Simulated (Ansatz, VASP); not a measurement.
## HfB: VASP beside Ansatz

Wanted: the spread between two codes on one cell, functional and k mesh. The cell is taken from a series of runs on this material, whose earlier steps may have relaxed, scaled, displaced or heated it; both programs get it as it stands.

Program: Ansatz 0.2.0. Level of theory: plane waves, with VASP 6.6.1 beside it; relaxation of cell and atoms at PBE with D4 and zone-centre phonons at LDA. Results are calculated unless marked as measured.

## (1) The structure

The structure is cubic, space group Fm-3m (No. 225). The conventional cell has a = 4.787 Å, b = 4.787 Å, c = 4.787 Å, α = 90.00°, β = 90.00°, γ = 90.00°. Nearest to Hf lie 6 B at 2.39 Å. Nearest to B lie 6 Hf at 2.39 Å. Farther neighbours are not listed.

## (2) VASP: relaxation of cell and atoms, PBE with D4

The relaxed volume is the usual yardstick between codes: in a stiff, nearly cubic crystal its relative difference is about their pressure difference at one cell divided by the bulk modulus.

Lines of VASP's logs that name or quote its potential files are left out, and so is its time.

INCAR reads:

```
SYSTEM = HfB
PREC = Accurate
ENCUT = 500
EDIFF = 1E-07
NELM = 120
ISMEAR = 1
SIGMA = 0.15
LREAL = .FALSE.
ALGO = Normal
GGA = PE
IVDW = 13
NBANDS = 12
LASPH = .TRUE.
LORBIT = 11
LWAVE = .FALSE.
LCHARG = .FALSE.
ISIF = 3
IBRION = 2
NSW = 80
EDIFFG = -0.005
GGA_COMPAT = .FALSE.
NELMIN = 4
KPAR = 2
```

POSCAR reads:

```
HfB
1.0
    0.0000000000      2.3936370000      2.3936370000
    2.3936370000      0.0000000000      2.3936370000
    2.3936370000      2.3936370000      0.0000000000
Hf B
1 1
Direct
    0.5000000000      0.5000000000      0.5000000000
    0.0000000000      0.0000000000      0.0000000000
```

KPOINTS reads:

```
Automatic mesh
0
Gamma
16 16 16
0 0 0
```

PAW data sets: Hf_pv and B (PBE family, release 64).

On the command line:

```console
> mpirun -np 2 vasp_std
```

Numbers of over 12 decimals in the logs are rounded to 6 here.

What it wrote:

```text
[banner, memory and clock lines left out]
running    2 mpi-ranks, on    1 nodes
 distrk:  each k-point on    1 cores,    2 groups
 distr:  one band on    1 cores,    1 groups

 POSCAR found type information on POSCAR HfB
 POSCAR found :  2 types and       2 ions
 LDA part: xc-table for (Slater+PW92), standard interpolation
 POSCAR, INCAR and KPOINTS ok, starting setup
 FFT: planning ... GRIDC
 FFT: planning ... GRID_SOFT
 FFT: planning ... GRID
 WAVECAR not read
 entering main loop
       N       E                     dE             d eps       ncg     rms          rms(c)
DAV:   1     0.167801615642E+02    0.16780E+02   -0.70415E+03  3488   0.973E+02
DAV:   2    -0.181664821416E+02   -0.34947E+02   -0.33283E+02  4308   0.190E+02
DAV:   3    -0.191623203349E+02   -0.99584E+00   -0.98337E+00  4364   0.225E+01
DAV:   4    -0.191675518326E+02   -0.52315E-02   -0.52305E-02  3932   0.200E+00
DAV:   5    -0.191675866894E+02   -0.34857E-04   -0.34857E-04  4320   0.151E-01    0.562E+01
DAV:   6    -0.175084560821E+02    0.16591E+01   -0.45860E+00  3844   0.118E+01    0.361E+01
DAV:   7    -0.174680633090E+02    0.40393E-01   -0.63908E-01  4108   0.548E+00    0.108E+01
DAV:   8    -0.174488064834E+02    0.19257E-01   -0.80102E-02  3904   0.170E+00    0.109E+00
DAV:   9    -0.174486815415E+02    0.12494E-03   -0.27316E-03  4048   0.423E-01    0.268E-01
DAV:  10    -0.174486879187E+02   -0.63771E-05   -0.64487E-05  4228   0.657E-02    0.270E-02
DAV:  11    -0.174486881815E+02   -0.26282E-06   -0.25443E-06  4308   0.112E-02    0.229E-02
DAV:  12    -0.174486874971E+02    0.68433E-06   -0.91918E-07  4096   0.797E-03    0.814E-04
DAV:  13    -0.174486874978E+02   -0.62209E-09   -0.24049E-08  1948   0.138E-03
   1 F= -.18008165E+02 E0= -.18008584E+02  d E =-.180082E+02
 curvature:   0.00 expect dE= 0.000E+00 dE for cont linesearch  0.000E+00
 trial: gam= 0.00000 g(F)=  0.115E-59 g(S)=  0.579E-02 ort = 0.000E+00 (trialstep = 0.100E+01)
 search vector abs. value=  0.579E-02
 bond charge predicted
       N       E                     dE             d eps       ncg     rms          rms(c)
DAV:   1    -0.174783286445E+02   -0.29641E-01   -0.44052E-01  3644   0.578E+00    0.167E+00
DAV:   2    -0.174650676118E+02    0.13261E-01   -0.20184E-02  3628   0.127E+00    0.888E-01
DAV:   3    -0.174610832028E+02    0.39844E-02   -0.93819E-03  3916   0.793E-01    0.718E-01
DAV:   4    -0.174610002480E+02    0.82955E-04   -0.20150E-04  4328   0.128E-01    0.556E-01
DAV:   5    -0.174609329061E+02    0.67342E-04   -0.17051E-04  4128   0.643E-02    0.100E-01
DAV:   6    -0.174609309059E+02    0.20003E-05   -0.88702E-06  4312   0.192E-02    0.209E-02
DAV:   7    -0.174609304154E+02    0.49049E-06   -0.10145E-06  3940   0.623E-03    0.202E-03
DAV:   8    -0.174609304902E+02   -0.74850E-07   -0.51497E-08  1908   0.218E-03
   2 F= -.18007418E+02 E0= -.18007856E+02  d E =0.747298E-03
 trial-energy change:    0.000747  1 .order    0.000672   -0.005792    0.007137
 step:   0.4394(harm=  0.4480)  dis= 0.00000  next Energy=   -18.009431 (dE=-0.127E-02)
 bond charge predicted
       N       E                     dE             d eps       ncg     rms          rms(c)
DAV:   1    -0.174611346909E+02   -0.20428E-03   -0.13856E-01  3644   0.324E+00    0.930E-01
DAV:   2    -0.174569942509E+02    0.41404E-02   -0.61399E-03  3624   0.705E-01    0.494E-01
DAV:   3    -0.174557351594E+02    0.12591E-02   -0.30655E-03  3900   0.454E-01    0.404E-01
DAV:   4    -0.174557180924E+02    0.17067E-04   -0.58657E-05  4256   0.706E-02    0.333E-01
DAV:   5    -0.174557007251E+02    0.17367E-04   -0.73353E-05  4104   0.412E-02    0.526E-02
DAV:   6    -0.174557009885E+02   -0.26340E-06   -0.38408E-06  4136   0.125E-02    0.192E-02
DAV:   7    -0.174557013449E+02   -0.35639E-06   -0.42517E-07  4072   0.411E-03    0.112E-03
DAV:   8    -0.174557012905E+02    0.54361E-07   -0.26159E-08  1816   0.155E-03
   3 F= -.18009434E+02 E0= -.18009862E+02  d E =-.126896E-02
 curvature:  -0.22 expect dE=-0.147E-07 dE for cont linesearch -0.147E-07
 trial: gam=-0.00336 g(F)=  0.318E-59 g(S)=  0.657E-07 ort = 0.195E-04 (trialstep = 0.888E+00)
 search vector abs. value=  0.101E-09
 reached required accuracy - stopping structural energy minimisation
```

From OUTCAR (step 2):

```text
ion  position               nearest neighbor table
   1  0.500  0.500  0.500-   2 2.39   2 2.39   2 2.39   2 2.39   2 2.39   2 2.39
   2  0.000  0.000  0.000-   1 2.39   1 2.39   1 2.39   1 2.39   1 2.39   1 2.39

  LATTYP: Found a face centered cubic cell.
 ALAT       =     4.7872740000

 Subroutine GETGRP returns: Found 48 space group operations
 (whereof 48 operations were pure point group operations)

The static configuration has the point symmetry O_h .

 Found    145 irreducible k-points:

   k-points           NKPTS =    145   k-points in BZ     NKDIM =    145   number of bands    NBANDS=     12

   dimension x,y,z NGX =    28 NGY =   28 NGZ =   28
   dimension x,y,z NGXF=    56 NGYF=   56 NGZF=   56

   ENCUT  =  500.0 eV  36.75 Ry    6.06 a.u.   6.17  6.17  6.17*2*pi/ulx,y,z

   NELECT =      13.0000    total number of electrons

 k-points in reciprocal lattice and weights: Automatic mesh
   0.00000000  0.00000000  0.00000000       0.000
   0.06250000  0.00000000  0.00000000       0.002
   0.12500000  0.00000000  0.00000000       0.002
   0.18750000  0.00000000  0.00000000       0.002
   0.25000000  0.00000000  0.00000000       0.002
   0.31250000  0.00000000  0.00000000       0.002
   0.37500000  0.00000000  0.00000000       0.002
   0.43750000  0.00000000  0.00000000       0.002
   0.50000000  0.00000000  0.00000000       0.001
[...]
-0.31250000  0.50000000  0.18750000       0.003
  -0.25000000  0.50000000  0.25000000       0.001

 average (electrostatic) potential at core
       1 -36.3649       2 -26.6331

 E-fermi :   4.4050

 k-point     1 :       0.0000    0.0000    0.0000
  band No.  band energies     occupation
      1     -24.5055      2.00000
      2     -24.5055      2.00000
      3     -24.5055      2.00000
      4      -4.7846      2.00000
      5       6.4811     -0.00000
      6       6.4811     -0.00000
      7       6.4811     -0.00000
      8       8.0331      0.00000
      9       8.0331      0.00000
    ...

 k-point     2 :       0.0625    0.0000    0.0000
  band No.  band energies     occupation
      1     -24.5244      2.00000
      2     -24.5075      2.00000
      3     -24.5075      2.00000
      4      -4.6865      2.00000
      5       6.0918     -0.00000
      6       6.4046     -0.00000
      7       6.4046     -0.00000
      8       7.2517     -0.00000
      9       7.2517     -0.00000
    ...

 k-point     3 :       0.1250    0.0000    0.0000
  band No.  band energies     occupation
      1     -24.5779      2.00000
      2     -24.5133      2.00000
      3     -24.5133      2.00000
      4      -4.3983      2.00000
      5       5.2828     -0.00000
      6       5.8325     -0.00000
      7       5.8325     -0.00000
      8       7.1579     -0.00000
      9       7.1579     -0.00000
    ...

  DFT-D4 for vdW energy calculation

  Edisp (eV):   -0.55373

  Total       0.00095     0.00095     0.00095     0.00000     0.00000    -0.00000
  in kB       0.05515     0.05515     0.05515     0.00000     0.00000    -0.00000
  external pressure =        0.06 kB  Pullay stress =        0.00 kB

  energy-cutoff  :      500.00
  volume of cell :       27.68
      direct lattice vectors                 reciprocal lattice vectors
     0.000000000  2.400815088  2.400815088    -0.208262603  0.208262603  0.208262603
     2.400815088  0.000000000  2.400815088     0.208262603 -0.208262603  0.208262603
     2.400815088  2.400815088 -0.000000000     0.208262603  0.208262603 -0.208262603

 POSITION                                       TOTAL-FORCE (eV/Angst)
 -----------------------------------------------------------------------------------
      2.40082      2.40082      2.40082        -0.000000      0.000000      0.000000
      0.00000      0.00000      0.00000         0.000000     -0.000000     -0.000000
 -----------------------------------------------------------------------------------
    total drift:                                0.000000      0.000000      0.000000

  FREE ENERGIE OF THE ION-ELECTRON SYSTEM (eV)
  ---------------------------------------------------
  free  energy   TOTEN  =       -18.0094338769 eV

  energy  without entropy=      -18.0107187241  energy(sigma->0) =      -18.00986216

 reached required accuracy - stopping structural energy minimisation

 total charge
# of ion       s       p       d       tot
------------------------------------------
    1        0.324   6.546   1.679   8.549
    2        0.766   1.076   0.000   1.843
--------------------------------------------------
tot          1.090   7.623   1.679  10.392

[... 3 further parts left out ...]
```

CONTCAR:

```
HfB
   1.00000000000000
     0.0000000000000000    2.4008150881082870    2.4008150881082870
     2.4008150881082870    0.0000000000000000    2.4008150881082870
     2.4008150881082870    2.4008150881082870   -0.0000000000000000
  Hf              B
     1     1
Direct
     0.5000000000000000    0.5000000000000000    0.5000000000000000
     0.0000000000000000    0.0000000000000000    0.0000000000000000
```

Dispersion corrections of this kind ignore metallic screening and tend to overbind metals.

## (3) Ansatz: relaxation of cell and atoms, PBE with D4

Ansatz runs on its default PAW (the set named soft_2) files.

The same cell, functional, mesh and smearing now go to Ansatz, which takes its cutoff from its data sets.

input.yaml reads:

```yaml
crystal:
  lattice:
    - [0.0, 2.3936365599, 2.3936365599]
    - [2.3936365599, 0.0, 2.3936365599]
    - [2.3936365599, 2.3936365599, 0.0]
  atoms:
    - { symbol: Hf, position: [0.5, 0.5, 0.5] }
    - { symbol: B, position: [0.0, 0.0, 0.0] }
kpoints:
  mp_grid: { grid: [16, 16, 16] }
hamiltonian:
  xc: pbe
  dispersion: d4
scf:
  occupations: { method: methfessel_paxton, width: 0.15 }
output:
  forces: true
  stress: true
  eigenvalues: true
  write_density: true
  write_potential: true
  elf: true
  volumetric_format: npy
relax:
  adjacent_minimum: "off"
  f_tol: 0.001
  max_steps: 60
  cell: { stress_tol: 0.01 }
```

On the command line:

```console
> ansatz run input.yaml --threads 4 --pin off --max-ram 7168MiB --backend cpu --events-out ev --progress --plain --runs-dir out
```

What it wrote:

```text
Engine: ansatz 0.2.0, x86_64-unknown-linux-gnu
Pseudopotentials: kind: paw
Pseudopotential: Hf, paw, valence charge 26, recommended cutoff 420 eV (normal), Hf.paw.azcp
Pseudopotential: B, paw, valence charge 3, recommended cutoff 420 eV (normal), B.paw.azcp
Functional definition: PBE
  parameter kappa = 0.804
  parameter beta = 0.066725
  exchange = pbe_x(kappa = kappa, mu = beta*pi^2/3)
  correlation = pbe_c(beta = beta)
Crystal: 2 atoms, lattice volume = 27.429 Å³
Basis set: ecut = 420 eV, 531 PW (Γ), exchange–correlation on 48×48×48 points (8 copies of the dense FFT grid, shifted against one another)
Bands: 19, of which v1, the nominal top of the filled ones, is band 15 counted from 1 (14 counted from 0)
Symmetry: 48 space group operations
Space group: Fm-3m (ITA 225), of the structure as read, at distance tolerance 3.0e-5 Å
k-points: 145 of 4096
Non-local potential: Hf, projectors of the file, l = 0: 3, l = 1: 2, l = 2: 2, l = 3: 3
Non-local potential: B, projectors of the file, l = 0: 2, l = 1: 2, l = 2: 1
PAW form: soft (Blöchl's): semilocal exchange-correlation on the pseudo side does not see the compensation charge
PAW one-centre angular grid: Hf, 590 points (default); XC on 64 Gauss nodes
PAW one-centre angular grid: B, 110 points (default); XC on 64 Gauss nodes
Initial density: superposition of atomic densities (neutral atoms: chi_scale 0, normalization atom), corrected by the library's trained network
Initial wavefunctions: pseudopotential atomic-orbital guess
Functional: x = pbe(κ = 0.804, μ = 0.219515), c = pbe(β = 0.066725)
SCF iter   1: F=—  HF=-15878.657787 eV  |F-HF|=—  |Δ(HF+E_count)|=         —  Δρ=2.17e-3  dr2=1.15e-3  ethr=1.77e-3  ⟨swp⟩=4.1  Hψ=10777  notcnv=0
preconditioner: auto → Kerker (q_TF=auto, 2.754 Å⁻¹)  [metal: Δε(μ)=0.015 eV  Ē_g=17.824 eV  σ=0.150 eV  W_gap=0.09  n_scr=14 (ndim 8)  ℏωp=36.8 eV  f_vac=0.000  D(μ)=0.85/eV (n_scr^D=8)]
SCF iter   2: F=—  HF=-15878.657760 eV  |F-HF|=—  |Δ(HF+E_count)|=   2.71e-5  S|Δr|=    0.00e0  Δρ=1.40e-3  dr2=5.17e-4  ethr=3.97e-6  ⟨swp⟩=2.0  Hψ=4390  notcnv=0
SCF iter   3: F=—  HF=-15878.657704 eV  |F-HF|=—  |Δ(HF+E_count)|=   5.65e-5  S|Δr|=    0.00e0  Δρ=2.54e-4  dr2=1.90e-5  ethr=1.78e-6  ⟨swp⟩=2.9  Hψ=4765  notcnv=0
SCF iter   4: F=—  HF=-15878.657714 eV  |F-HF|=—  |Δ(HF+E_count)|=   9.98e-6  S|Δr|=    0.00e0  Δρ=2.13e-4  dr2=8.22e-6  ethr=6.56e-8  ⟨swp⟩=2.0  Hψ=4792  notcnv=0
SCF iter   5: F=—  HF=-15878.657705 eV  |F-HF|=—  |Δ(HF+E_count)|=   8.67e-6  S|Δr|=    0.00e0  Δρ=5.28e-5  dr2=5.70e-7  ethr=2.83e-8  ⟨swp⟩=2.4  Hψ=4846  notcnv=0
SCF iter   6: F=—  HF=-15878.657705 eV  |F-HF|=—  |Δ(HF+E_count)|=   1.42e-7  S|Δr|=    0.00e0  Δρ=1.09e-5  dr2=1.71e-8  ethr=3.45e-10  ⟨swp⟩=9.3  Hψ=21539  notcnv=0
SCF iter   7: F=-15878.657705 eV  HF=-15878.657705 eV  |F-HF|=2.26e-10  |Δ(HF+E_count)|=   2.35e-8  S|Δr|=    0.00e0  Δρ=5.13e-6  dr2=3.93e-9  ethr=5.90e-11  ⟨swp⟩=7.2  Hψ=15467  notcnv=0
SCF 1 converged in 7 iterations: F = -15878.657705 eV  dr2 = 3.93e-9
  greatest PAW one-centre occupation: 0.998 electrons in one spin orbital (limit 2), on the Hf atom at site 0 (counted from 0), in its partial waves of l = 0
relax step   1: F+E_penalty+E_count = -15878.65770503 eV  Δ(F+E_penalty+E_count) = +0.000e0 eV  max|allowed force component| = 2.488e-28 eV/Å  Δτ_max = 0.0000 Å  P = +1.415 GPa  Ω = 27.429 Å³  (7 SCF iters, dr2 threshold 1.00e-7 eV, accepted)
[...]
relax step   2: F+E_penalty+E_count = -15878.65778576 eV  Δ(F+E_penalty+E_count) = -8.073e-5 eV  max|allowed force component| = 1.956e-28 eV/Å  Δτ_max = 0.0000 Å  P = -1.118 GPa  Ω = 27.824 Å³  energy of the carried Pulay correction = -2.496e-4 eV  (6 SCF iters, dr2 threshold 2.00e-7 eV, accepted)
[...]
relax step   3: F+E_penalty+E_count = -15878.65852012 eV  Δ(F+E_penalty+E_count) = -7.344e-4 eV  max|allowed force component| = 4.898e-29 eV/Å  Δτ_max = 0.0000 Å  P = -0.013 GPa  Ω = 27.648 Å³  energy of the carried Pulay correction = -1.390e-4 eV  (5 SCF iters, dr2 threshold 2.00e-7 eV, accepted)
[...]
relax step   4: F+E_penalty+E_count = -15878.65852151 eV  Δ(F+E_penalty+E_count) = -1.392e-6 eV  max|allowed force component| = 2.735e-29 eV/Å  Δτ_max = 0.0000 Å  P = +0.001 GPa  Ω = 27.646 Å³  energy of the carried Pulay correction = -1.377e-4 eV  (4 SCF iters, dr2 threshold 4.25e-10 eV, accepted)
[...]
relax step   5: F+E_penalty+E_count = -15878.65864928 eV  Δ(F+E_penalty+E_count) = -1.278e-4 eV  max|allowed force component| = 1.512e-29 eV/Å  Δτ_max = 0.0000 Å  P = +0.004 GPa  Ω = 27.646 Å³  stress off target by 4.35e-3 GPa  SCF on the basis re-selected at this cell (its energy is not comparable with the rows above)  (6 SCF iters)
basis re-selected at this cell: Δ(F+E_penalty+E_count) = -1.278e-4 eV, ΔP = +0.004 GPa vs the last step (what re-selecting the basis moved, of the pressure what is left beyond the Pulay correction that the steps carried, after the strain that the cell walked since its last selection, with what the two solves' SCF thresholds leave and, on support functions, any second-order correction that the steps lacked; it is no m [...]
SCF converged after 6 iterations
Stability not checked: this state was not tested for a lower state beside it, because cold or Methfessel-Paxton smearing, or corrected tetrahedra, fill the levels in a way that the test cannot read (fill_not_monotonic; see scf.lower_state_search)
Free energy (F): -15878.658649 eV
Harris-Foulkes:  -15878.658649 eV  (|F-HF|=5.46e-12)
Internal energy: -15878.659939 eV  (E = F + TS)
E sigma→0 (E₀):  -15878.658972 eV
Entropy (-TS):   0.001290 eV (0.645 meV/atom)
Fermi energy:    17.381598 eV
Step filling:    the computed levels leave a gap of 0.0136 eV = 0.1 smearing widths at the electron count; against every level under it full and every level over it empty, smearing changes F+E_penalty+E_count by +0.335 meV and its σ→0 estimate by +0.012 meV
--- Per-component energies (eV) ---
  E_band       = 44.032089
  E_kinetic    = 470.641118
  E_local      = -5315.476154  (includes V_loc(G=0)·N_el)
  E_nonlocal   = -1231.025453
  E_hartree    = 2502.597440
  E_xc         = -332.231440
  E_vxc        = -304.474983  (∫ρ·V_xc dr)
  E_paw        = -7006.672746  (= ΣΔE_a)
  E_vpaw       = 1419.172696  (= ΣTr[D̂ρ^β])
  E_aug_tail   = -0.000004  (compensation charges beyond the density's cutoff)
  E_ewald      = -4965.937972
  E_disp       = -0.554729  (pairwise vdW)
  E_smearing   = 0.001290  (= −TS)
  E_closure    = -0.000000  (closes the sum)
  Σ components = -15878.658649   (vs F -15878.658649, Δ=0.00e0)
--- Forces (eV/Å), atoms counted from 1 ---
  atom   1  Hf     0.00000000    -0.00000000    -0.00000000
  atom   2  B     -0.00000000     0.00000000    -0.00000000
  max |Σ_I F_I| component: 2.87e-29 eV/Å
--- Stress (GPa, compression-positive) ---
        0.004348      -0.000000       0.000000
       -0.000000       0.004348       0.000000
       -0.000000      -0.000000       0.004348
  P = ⅓ Tr σ = 0.0043 GPa (0.043 kbar)
--- Band table (eV; the first three rows and the last of 145) ---
  k-point 0: bands = [... 11 lower, 8.1855, 19.4377, 19.4377, 19.4377, 21.0586, 21.0586, 21.0586, 21.1520]
  k-point 1: bands = [... 11 lower, 8.2840, 19.0595, 19.3690, 19.3690, 20.2373, 20.2373, 21.2524, 22.2389]
  k-point 2: bands = [... 11 lower, 8.5732, 18.2619, 18.8136, 18.8136, 20.1249, 20.1249, 21.5537, 23.4888]
  k-point 144: bands = [... 11 lower, 11.8510, 16.0131, 16.0131, 16.1486, 22.3454, 22.3454, 24.2594, 24.3155]
--- Relaxed structure (4 steps of the walk, 4 accepted, 1 SCFs on fresh bases) ---
  F+E_penalty+E_count = -15878.65864928 eV   max|allowed force component| = 1.512e-29 eV/Å   (the final SCF, on the basis selected at the relaxed cell)
  cell:  # Å, volume = 27.6460 Å³
    - [0, 2.399943, 2.399943]
    - [2.399943, 0, 2.399943]
    - [2.399943, 2.399943, 0]
  atoms:
    - { symbol: Hf, position: [0.5, 0.5, 0.5] }
    - { symbol: B, position: [0, 0, 0] }
```

Reading the cycles: dr2 is the Hartree energy of the density residual (eV), the measure of convergence; HF is the Harris–Foulkes estimate of the energy, which meets the free energy F at convergence.

## (4) Comparison

Known differences besides the potentials themselves: the data sets hold 29 valence electrons in Ansatz (on its default PAW (the set named soft_2) files) and 13 in VASP; the cutoff is 420 eV in Ansatz and 500 eV in VASP; Ansatz adds a Pulay correction to the stress that steers its cell, VASP none. Total energies have different zeros and are not compared.

The two programs side by side:

| quantity | Ansatz | VASP | difference |
| --- | --- | --- | --- |
| volume (Å³) | 27.65 | 27.68 | -0.11 % |
| edge a after relaxation, in the typed setting (Å) | 3.394 | 3.395 | -0.04 % |

(Continued in part 2 of 2.)

[Lines on the potential files, build, host, timing and source positions are cut from VASP's logs without a mark.]

[Logs are printed without paths, hosts, clocks, repeated set-up lines and the standing remarks that a program may print on its own settings, such as how far it seeks lower states.]

[Hosts, paths, dates, database ids (printed as entryN), source tags and the programs' standing remarks are cut or masked in the printed files.]
